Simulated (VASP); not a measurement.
## W2C3: single point with r2SCAN

Crystal: W2C3.

```
W C
1.0
     2.85207   -3.13431    0.00000
     2.85207    3.13431    0.00000
     0.00000    0.00000    2.99631
W C
2 3
Direct
  0.50000 0.00000 0.50000
  0.00000 0.50000 0.50000
  0.61409 0.38591 0.00000
  0.38591 0.61409 0.00000
  0.00000 0.00000 0.50000
```

The cell was built by a generator and needn't be a form met in nature.

```yaml
Program: VASP 6.6.1
Task: single point
Functional: r2SCAN
Potentials_or_basis: VASP PAW PBE potentials, release 64 (W_sv, C)
Cutoff: 520 eV
k_mesh: 8 × 8 × 10
Occupations: gaussian, width 0.1 eV
Spin: no spin polarisation
```

```json
{
 "Pressure": "-3.0 GPa",
 "Largest force": "0.031 eV/Å",
 "Band gap on the k mesh": "none (metal or under the smearing width)"
}
```

Forces in eV/Å, atoms in the order of the input:
```
W    0.000  0.000  0.000
W    0.000  0.000  0.000
C    0.000  0.031  0.000
C    0.000 -0.031  0.000
C    0.000  0.000  0.000
```

Stress tensor (GPa, compression positive):
```
-5.07  0.00  0.00
 0.00 -2.53  0.00
 0.00  0.00 -1.32
```

Levels at points of the mesh, in eV from the Fermi level:
```
           k point  band 18  band 19  band 20  band 21  band 22  band 23
(0.00, 0.00, 0.00)    -1.24    -1.12    -0.90     0.58     1.41     1.52
(0.50, 0.00, 0.00)    -1.52    -1.08    -0.65     0.62     1.06     1.31
(0.50, 0.50, 0.00)    -2.16    -1.19     2.12     2.33     2.44     2.76
(0.00, 0.00, 0.50)    -1.08    -1.01    -0.74     0.38     1.27     1.98
(0.50, 0.00, 0.50)    -2.78    -1.84    -0.39    -0.16     2.75     3.43
(0.50, 0.50, 0.50)    -3.50    -3.11    -0.33     0.76     2.96     4.13
```

It took 110 s on 2 MPI ranks on Intel(R) Xeon(R) Platinum 8559C (Emerald Rapids), on a shared host, peak memory 0.26 GiB a rank.

Caveat: the PAW data sets were made with another functional, which shifts forces and pressure a little. Spin-orbit coupling is left out, which matters for the levels of W.
